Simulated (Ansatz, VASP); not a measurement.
**NiO in two plane-wave programs**

Aim: how closely do two programs agree when they are given the same cell, functional and k mesh? The cell is taken from a series of VASP runs on this material, whose earlier steps may have relaxed, scaled or displaced it; both programs get it as it stands.

Program: Ansatz 0.2.0. Level of theory: plane waves, with VASP 6.6.1 beside it; zone-centre phonons at LDA, DFT+U. Results are calculated unless marked as measured.

**1. The starting structure**

The structure is cubic, space group Fm-3m (No. 225). Conventional cell: a = 4.060 Å, b = 4.060 Å, c = 4.060 Å, α = 90.00°, β = 90.00°, γ = 90.00°. Ni has 6 O at 2.03 Å nearest. Nearest to O lie 6 Ni at 2.03 Å. Farther neighbours and most contacts between anions are not listed.

Structure file:

```xyz
2
Lattice="0.0000 2.0301 2.0301 2.0301 0.0000 2.0301 2.0301 2.0301 0.0000" Properties=species:S:1:pos:R:3 pbc="T T T"
Ni    0.0000    0.0000    0.0000
O     2.0301    2.0301    2.0301
```

**2. VASP: zone-centre phonons, LDA, DFT+U**

Second derivatives magnify differences that forces hide, and they need a tight electronic threshold.

Lines of VASP's logs that name or quote its potential files are left out, and so is its time.

Contents of INCAR:

```
SYSTEM = NiO
PREC = Accurate
ENCUT = 520
EDIFF = 1E-08
NELM = 100
ISMEAR = 0
SIGMA = 0.03
LREAL = .FALSE.
ALGO = Normal
GGA = CA
NBANDS = 16
ISPIN = 2
MAGMOM = 1 0
LDAU = .TRUE.
LDAUTYPE = 2
LDAUL = 2 -1
LDAUU = 6.2 0
LDAUJ = 0 0
LDAUPRINT = 1
LASPH = .TRUE.
LMAXMIX = 4
LORBIT = 11
LWAVE = .FALSE.
LCHARG = .FALSE.
KPAR = 4
IBRION = 6
NFREE = 2
POTIM = 0.015
NSW = 1
ISIF = 2
```

Contents of POSCAR:

```
NiO
1.0
    0.0000000000      2.0301402973      2.0301402973
    2.0301402973      0.0000000000      2.0301402973
    2.0301402973      2.0301402973      0.0000000000
Ni O
1 1
Direct
    0.0000000000      0.0000000000      0.0000000000
    0.5000000000      0.5000000000      0.5000000000
```

Contents of KPOINTS:

```
Automatic mesh
0
Gamma
12 12 12
0 0 0
```

The projector-augmented-wave data sets are Ni and O (LDA family, release 64).

The run is started by

```console
mpirun -np 4 vasp_std
```

Numbers of over 12 decimals in the logs are rounded to 6 here.

The log of the run:

```text
[banner, memory and clock lines left out]
running    4 mpi-ranks, on    1 nodes
 distrk:  each k-point on    1 cores,    4 groups
 distr:  one band on    1 cores,    1 groups

 POSCAR found type information on POSCAR NiO
 POSCAR found :  2 types and       2 ions
 LDA part: xc-table for (Slater(with rela. corr.)+CA(PZ))
 , standard interpolation
 POSCAR, INCAR and KPOINTS ok, starting setup
 FFT: planning ... GRIDC
 FFT: planning ... GRID_SOFT
 FFT: planning ... GRID
 WAVECAR not read
 entering main loop
       N       E                     dE             d eps       ncg     rms          rms(c)
DAV:   1     0.744292117320E+02    0.74429E+02   -0.74253E+03  4936   0.129E+03
DAV:   2    -0.719234811149E+01   -0.81622E+02   -0.72369E+02  5080   0.250E+02
DAV:   3    -0.110705834873E+02   -0.38782E+01   -0.38050E+01  5448   0.583E+01
DAV:   4    -0.110989376328E+02   -0.28354E-01   -0.28347E-01  5600   0.484E+00
DAV:   5    -0.110993844028E+02   -0.44677E-03   -0.44677E-03  5528   0.610E-01    0.178E+01
DAV:   6    -0.114658964494E+02   -0.36651E+00   -0.10068E+01  5344   0.711E+01    0.202E+01
DAV:   7    -0.115084405330E+02   -0.42544E-01   -0.10256E+00  5512   0.246E+01    0.108E+01
DAV:   8    -0.116330465626E+02   -0.12461E+00   -0.12891E-01  5848   0.541E+00    0.626E+00
DAV:   9    -0.116822716887E+02   -0.49225E-01   -0.43624E-02  5760   0.813E+00    0.752E-01
DAV:  10    -0.116864124056E+02   -0.41407E-02   -0.22900E-02  5464   0.259E+00    0.477E-01
DAV:  11    -0.116865809778E+02   -0.16857E-03   -0.24922E-03  5728   0.894E-01    0.158E-01
DAV:  12    -0.116869597487E+02   -0.37877E-03   -0.28117E-04  5672   0.597E-01    0.840E-02
DAV:  13    -0.116870066123E+02   -0.46864E-04   -0.76104E-05  6416   0.147E-01    0.146E-02
DAV:  14    -0.116870101263E+02   -0.35139E-05   -0.14699E-05  6048   0.493E-02    0.225E-03
DAV:  15    -0.116870101665E+02   -0.40231E-07   -0.51006E-07  5512   0.677E-03    0.107E-03
DAV:  16    -0.116870101657E+02    0.80149E-09   -0.28649E-08  5040   0.239E-03
   1 F= -.11687010E+02 E0= -.11687010E+02  d E =-.123135E-22  mag=     2.0000
[...]
2 F= -.11686347E+02 E0= -.11686347E+02  d E =-.791892E-18  mag=     2.0000
[...]
3 F= -.11686343E+02 E0= -.11686343E+02  d E =-.495298E-12  mag=     2.0000
[...]
4 F= -.11686344E+02 E0= -.11686344E+02  d E =-.497596E-12  mag=     2.0000
 Finite differences progress:
  Degree of freedom:   2/  2
  Displacement:        1/  2
  Total:               3/  4
 bond charge predicted
       N       E                     dE             d eps       ncg     rms          rms(c)
DAV:   1    -0.116835560775E+02    0.27881E-02   -0.34135E+00 10432   0.135E+01    0.317E-01
DAV:   2    -0.116867514770E+02   -0.31954E-02   -0.41270E-02 12032   0.180E+00    0.178E-01
DAV:   3    -0.116863650085E+02    0.38647E-03   -0.68192E-04 13144   0.295E-01    0.155E-01
DAV:   4    -0.116863479505E+02    0.17058E-04   -0.19353E-04 12968   0.158E-01    0.315E-02
DAV:   5    -0.116863503290E+02   -0.23785E-05   -0.28589E-05 11728   0.452E-02    0.161E-02
DAV:   6    -0.116863493121E+02    0.10169E-05   -0.10494E-06 14376   0.256E-02    0.932E-03
DAV:   7    -0.116863487700E+02    0.54209E-06   -0.82678E-07 12416   0.121E-02    0.297E-03
DAV:   8    -0.116863488034E+02   -0.33378E-07   -0.26675E-07 11960   0.567E-03    0.926E-04
DAV:   9    -0.116863488011E+02    0.23108E-08   -0.97595E-09  7552   0.127E-03
   5 F= -.11686349E+02 E0= -.11686349E+02  d E =-.498094E-12  mag=     2.0000
 Finite differences progress:
  Degree of freedom:   2/  2
  Displacement:        2/  2
  Total:               4/  4
```

OUTCAR, selected parts (step 2):

```text
ion  position               nearest neighbor table
   1  0.000  0.000  0.000-   2 2.03   2 2.03   2 2.03   2 2.03   2 2.03   2 2.03
   2  0.500  0.500  0.500-   1 2.03   1 2.03   1 2.03   1 2.03   1 2.03   1 2.03

  LATTYP: Found a face centered cubic cell.
 ALAT       =     4.0602805946

 Subroutine GETGRP returns: Found 48 space group operations
 (whereof 48 operations were pure point group operations)

The static configuration has the point symmetry O_h .

 Found     72 irreducible k-points:

   k-points           NKPTS =     72   k-points in BZ     NKDIM =     72   number of bands    NBANDS=     16

   dimension x,y,z NGX =    24 NGY =   24 NGZ =   24
   dimension x,y,z NGXF=    48 NGYF=   48 NGZF=   48

   ENCUT  =  520.0 eV  38.22 Ry    6.18 a.u.   5.34  5.34  5.34*2*pi/ulx,y,z

   NELECT =      16.0000    total number of electrons

 k-points in reciprocal lattice and weights: Automatic mesh
   0.00000000  0.00000000  0.00000000       0.001
   0.08333333  0.00000000  0.00000000       0.005
   0.16666667  0.00000000  0.00000000       0.005
   0.25000000  0.00000000  0.00000000       0.005
   0.33333333  0.00000000  0.00000000       0.005
   0.41666667  0.00000000  0.00000000       0.005
   0.50000000  0.00000000  0.00000000       0.002
   0.08333333  0.08333333  0.00000000       0.003
   0.16666667  0.08333333  0.00000000       0.014
[...]
-0.33333333  0.50000000  0.16666667       0.007
  -0.25000000  0.50000000  0.25000000       0.003

atom =   1  type =  1  l = 2

 onsite density matrix

spin component  1

  0.9864  0.0000  0.0000 -0.0000 -0.0000
  0.0000  0.9864 -0.0000 -0.0000  0.0000
  0.0000 -0.0000  1.0550  0.0000 -0.0000
 -0.0000 -0.0000  0.0000  0.9864  0.0000
 -0.0000  0.0000 -0.0000  0.0000  1.0551

spin component  2

  0.9847  0.0000  0.0000 -0.0000  0.0000
  0.0000  0.9847 -0.0000 -0.0000  0.0000
  0.0000 -0.0000  0.1803 -0.0000 -0.0001
 -0.0000 -0.0000 -0.0000  0.9847  0.0000
[...]
band No.  band energies     occupation
    ...
      5       2.6280      1.00000
      6       2.6298      1.00000
      7       5.8677      1.00000
      8       5.8677      1.00000
      9       5.8686      1.00000
     10      11.0421      0.00000
     11      25.8964      0.00000
     12      25.8968      0.00000
     13      25.8968      0.00000
     14      26.8323      0.00000
    ...

 k-point     2 :       0.0833    0.0000    0.0000
  band No.  band energies     occupation
    ...
      5       2.6504      1.00000
      6       2.6518      1.00000
      7       5.4928      1.00000
      8       6.0471      1.00000
      9       6.0483      1.00000
     10      11.5420      0.00000
     11      24.0728      0.00000
     12      25.9120      0.00000
     13      25.9120      0.00000
     14      28.6017      0.00000
    ...

 k-point     3 :       0.1667    0.0000    0.0000
  band No.  band energies     occupation
    ...
      5       2.7526      1.00000
      6       2.7534      1.00000
      7       4.8708      1.00000
      8       6.4770      1.00000
      9       6.4778      1.00000
     10      12.6231      0.00000
     11      22.1472      0.00000
     12      25.6867      0.00000
     13      25.6871      0.00000
     14      29.2733      0.00000
    ...

 k-point     4 :       0.2500    0.0000    0.0000
  band No.  band energies     occupation
    ...
      5       2.9266      1.00000
      6       2.9272      1.00000
      7       4.5646      1.00000
      8       6.9736      1.00000
      9       6.9742      1.00000
     10      13.7103      0.00000
     11      20.6545      0.00000
     12      24.9106      0.00000
     13      24.9114      0.00000
     14      29.5832      0.00000
    ...

 k-point     5 :       0.3333    0.0000    0.0000
  band No.  band energies     occupation
    ...
      5       3.1157      1.00000
      6       3.1160      1.00000
      7       4.5506      1.00000
      8       7.4071      1.00000
      9       7.4073      1.00000
     10      14.4046      0.00000
     11      19.7869      0.00000
     12      24.0112      0.00000
     13      24.0123      0.00000
     14      29.5001      0.00000
    ...

 k-point     6 :       0.4167    0.0000    0.0000
  band No.  band energies     occupation
    ...
      5       3.2597      1.00000
      6       3.2599      1.00000
      7       4.6341      1.00000
      8       7.6982      1.00000
      9       7.6984      1.00000
     10      14.5902      0.00000
     11      19.5445      0.00000
     12      23.3710      0.00000
     13      23.3726      0.00000
     14      29.4680      0.00000
    ...

 spin component 2
 k-point     1 :       0.0000    0.0000    0.0000
  band No.  band energies     occupation
    ...
      3       3.7544      1.00000
      4       3.7565      1.00000
      5       6.2946      1.00000
      6       6.3013      1.00000
      7       6.3013      1.00000
      8       9.3682      0.00000
      9       9.3716      0.00000
     10      11.4106      0.00000
     11      26.3029      0.00000
     12      26.3044      0.00000
    ...

  Total        0.0115653     -0.0020480     -0.0020480      0.0000000     -0.0000000      0.0000000
  in kB        1.1072803     -0.1960817     -0.1960817      0.0000000     -0.0000000      0.0000000
  external PRESSURE =       0.2383723 kB  Pullay stress =       0.0000000 kB

  energy-cutoff  :      520.00
  volume of cell :       16.73
      direct lattice vectors                 reciprocal lattice vectors
     0.000000000  2.030140297  2.030140297    -0.246288397  0.246288397  0.246288397
     2.030140297  0.000000000  2.030140297     0.246288397 -0.246288397  0.246288397
     2.030140297  2.030140297  0.000000000     0.246288397  0.246288397 -0.246288397

 POSITION                                       TOTAL-FORCE (eV/Angst)
 -----------------------------------------------------------------------------------
      0.00000      0.00000      0.00000        -0.089464      0.000000      0.000000
      2.01514      2.03014      2.03014         0.089464      0.000000      0.000000
 -----------------------------------------------------------------------------------
    total drift:                               -0.000141      0.000000      0.000000

  FREE ENERGIE OF THE ION-ELECTRON SYSTEM (eV)
  ---------------------------------------------------
  free  energy   TOTEN  =       -11.6863488011 eV

  energy  without entropy=      -11.6863488011  energy(sigma->0) =      -11.68634880

 Eigenvectors and eigenvalues of the dynamical matrix
 ----------------------------------------------------

   1 f  =   10.778321 THz    67.722189 2PiTHz  359.526095 cm-1    44.575535 meV
             X         Y         Z           dx          dy          dz
      0.000000  0.000000  0.000000     0.000000    0.463259    0.000000
      2.030140  2.030140  2.030140     0.000000   -0.886223    0.000000

   2 f  =   10.778321 THz    67.722189 2PiTHz  359.526095 cm-1    44.575535 meV
             X         Y         Z           dx          dy          dz
      0.000000  0.000000  0.000000    -0.463259    0.000000    0.000000
      2.030140  2.030140  2.030140     0.886223    0.000000    0.000000

   3 f  =   10.778321 THz    67.722189 2PiTHz  359.526095 cm-1    44.575535 meV
             X         Y         Z           dx          dy          dz
      0.000000  0.000000  0.000000     0.000000    0.000000   -0.463259
      2.030140  2.030140  2.030140     0.000000    0.000000    0.886223

   4 f/i=    0.005128 THz     0.032223 2PiTHz    0.171068 cm-1     0.021210 meV
             X         Y         Z           dx          dy          dz
      0.000000  0.000000  0.000000     0.886223    0.000000    0.000000
      2.030140  2.030140  2.030140     0.463259    0.000000    0.000000

   5 f/i=    0.005128 THz     0.032223 2PiTHz    0.171068 cm-1     0.021210 meV
             X         Y         Z           dx          dy          dz
      0.000000  0.000000  0.000000     0.000000   -0.886223    0.000000
      2.030140  2.030140  2.030140     0.000000   -0.463259    0.000000

   6 f/i=    0.005128 THz     0.032223 2PiTHz    0.171068 cm-1     0.021210 meV
             X         Y         Z           dx          dy          dz
      0.000000  0.000000  0.000000     0.000000    0.000000    0.886223
      2.030140  2.030140  2.030140     0.000000    0.000000    0.463259

 ELASTIC MODULI CONTR FROM IONIC RELAXATION (kBar)
 Direction    XX          YY          ZZ          XY          YZ          ZX
 --------------------------------------------------------------------------------
 XX           0.0000      0.0000      0.0000      0.0000      0.0000      0.0000
 YY           0.0000      0.0000      0.0000      0.0000      0.0000      0.0000
 ZZ           0.0000      0.0000      0.0000      0.0000      0.0000      0.0000
 XY           0.0000      0.0000      0.0000      0.0000      0.0000      0.0000
 YZ           0.0000      0.0000      0.0000      0.0000      0.0000      0.0000
 ZX           0.0000      0.0000      0.0000      0.0000      0.0000      0.0000
 --------------------------------------------------------------------------------

 total charge
# of ion       s       p       d       tot
------------------------------------------
    1        0.376   0.503   8.350   9.229
    2        1.534   3.499   0.000   5.032
--------------------------------------------------
tot          1.910   4.002   8.350  14.262

 magnetization (x)
# of ion       s       p       d       tot
------------------------------------------
    1        0.010   0.016   1.751   1.777
    2        0.022   0.196   0.000   0.218
--------------------------------------------------
tot          0.032   0.212   1.751   1.995

[... 5 further parts left out ...]
```

The last energy, forces, stress and levels in OUTCAR belong to the last displaced cell, not to the cell of POSCAR.

(Part 1 of 2 ends here.)

[Lines on the potential files, build, host, timing and source positions are cut from VASP's logs without a mark.]

[Logs are printed without paths, hosts, clocks, repeated set-up lines and the standing remarks that a program may print on its own settings, such as how far it seeks lower states.]

[Hosts, paths, dates, database ids (printed as entryN), source tags and the programs' standing remarks are cut or masked in the printed files.]
